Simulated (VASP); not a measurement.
Output of a VASP run:

OSZICAR:
```
       N       E                     dE             d eps       ncg     rms          rms(c)
DAV:   1     0.703889625823E+01    0.70389E+01   -0.44972E+03   928   0.976E+02
DAV:   2    -0.165769223130E+02   -0.23616E+02   -0.22846E+02  1304   0.114E+02
DAV:   3    -0.169710658069E+02   -0.39414E+00   -0.39414E+00  1032   0.184E+01
DAV:   4    -0.169723454021E+02   -0.12796E-02   -0.12796E-02  1400   0.115E+00
DAV:   5    -0.169723469795E+02   -0.15774E-05   -0.15774E-05  1048   0.208E-02    0.911E+00
DAV:   6    -0.151063974900E+02    0.18659E+01   -0.76645E+00   936   0.159E+01    0.403E+00
DAV:   7    -0.150428345751E+02    0.63563E-01   -0.38334E-01  1416   0.436E+00    0.182E+00
DAV:   8    -0.150347881831E+02    0.80464E-02   -0.19275E-02   904   0.129E+00    0.160E-01
DAV:   9    -0.150350795016E+02   -0.29132E-03   -0.73318E-04  1408   0.240E-01    0.104E-01
DAV:  10    -0.150351841847E+02   -0.10468E-03   -0.19196E-04  1216   0.112E-01    0.220E-02
DAV:  11    -0.150351851051E+02   -0.92047E-06   -0.35593E-05  1104   0.375E-02    0.528E-03
DAV:  12    -0.150351852997E+02   -0.19459E-06   -0.13750E-06   832   0.933E-03
   1 F= -.13780914E+02 E0= -.13780914E+02  d E =-.137809E+02
```

### OUTCAR
```
------------------------ aborting loop because EDIFF is reached ----------------------------------------
  FORCE on cell =-STRESS in cart. coord.  units (eV):
  Direction    XX          YY          ZZ          XY          YZ          ZX
  --------------------------------------------------------------------------------------
  Total        1.2542567      1.2542567      1.2542567      0.0000000      0.0000000      0.0000000
  in kB       99.9988154     99.9988154     99.9988154      0.0000000      0.0000000      0.0000000
  external PRESSURE =      -0.0011846 kB  Pullay stress =     100.0000000 kB
  volume of cell :       20.10
      direct lattice vectors                 reciprocal lattice vectors
     0.000000000  2.157863916  2.157863916    -0.231710627  0.231710627  0.231710627
     2.157863916  0.000000000  2.157863916     0.231710627 -0.231710627  0.231710627
     2.157863916  2.157863916  0.000000000     0.231710627  0.231710627 -0.231710627
  FREE ENERGIE OF THE ION-ELECTRON SYSTEM (eV)
  ---------------------------------------------------
  free  energy   TOTEN  =       -15.0351852997 eV

  energy  without entropy=      -15.0351852997  energy(sigma->0) =      -15.03518530
  enthalpy is  TOTEN    =       -13.7809137497 eV   P V=        1.2542715500

 reached required accuracy - stopping structural energy minimisation
```
(Selected blocks of OUTCAR.)

### POSCAR
```
SiC
1
    0.0000000000     2.1578639159     2.1578639159
    2.1578639159    -0.0000000000     2.1578639159
    2.1578639159     2.1578639159    -0.0000000000
Si C
1 1
Direct
  0.0000000000   0.0000000000   0.0000000000
  0.2500000000   0.2500000000   0.2500000000
```

Reconstruct the remaining input files.

This is not unique; one that fits is the input of the run itself, PBE GGA, plane waves, VASP's PBE PAW potentials (set 64).

File KPOINTS:
```
kpoints
0
G
11 11 11
```

### INCAR
```
PREC = Accurate
EDIFFG = -0.02   # ionic stop
GGA = PE   # PBE
SYSTEM = SiC
NELM = 100   # most electronic steps
NSW = 40
SIGMA = 0.05
LCHARG = .False.
ISMEAR = 0
LWAVE = .False.
ISIF = 3   # ions, shape and volume
IBRION = 2   # conjugate gradients
LREAL = .False.   # projection in real space or not
PSTRESS = 100   # kbar
ENCUT = 620
ALGO = Normal   # blocked Davidson
EDIFF = 1E-6   # SCF stop (eV)
LASPH = .True.   # aspherical one-centre terms
```

POTCAR, in this order: Si C (PBE.64 set). Program: vasp_std.

The compound is SiC in the zinc blende structure. It was relaxed first under an external pressure of 10 GPa.
